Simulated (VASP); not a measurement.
Given:

```xyz
1
Lattice="-2.1300 2.1300 2.1300 2.1300 -2.1300 2.1300 2.1300 2.1300 -2.1300" Properties=species:S:1:pos:R:3 pbc="T T T"
Na     0.0000     0.0000     0.0000
```

Level of theory: PBE GGA with D3 dispersion (zero damping), VASP's PBE PAW potentials (set 64) (plane waves; VASP 6.6.1). Settings: 520 eV cut-off, 11×11×11 Γ-centred mesh, first-order Methfessel-Paxton smearing of 0.10 eV, potentials Na_pv.

Energy and stress use the plane-wave basis of the starting cell.

Question: The ions, cell shape and volume are relaxed. Which structure does the run end with?

Answer: 
```xyz
1
Lattice="-2.0825 2.0825 2.0825 2.0825 -2.0825 2.0825 2.0825 2.0825 -2.0825" Properties=species:S:1:pos:R:3 pbc="T T T"
Na     0.0000     0.0000     0.0000
```
Space group Im-3m (229), at a tolerance of 0.03 Å.

Question: How do energy and volume change from the first to the last step?

Answer: The energy (σ→0) changes by -4.3 meV/atom and the volume by -6.5 %, in 3 ionic steps.

The compound is Na in the bcc structure. This run relaxes it. Symmetry was kept, so distortions that lower it aren't found.
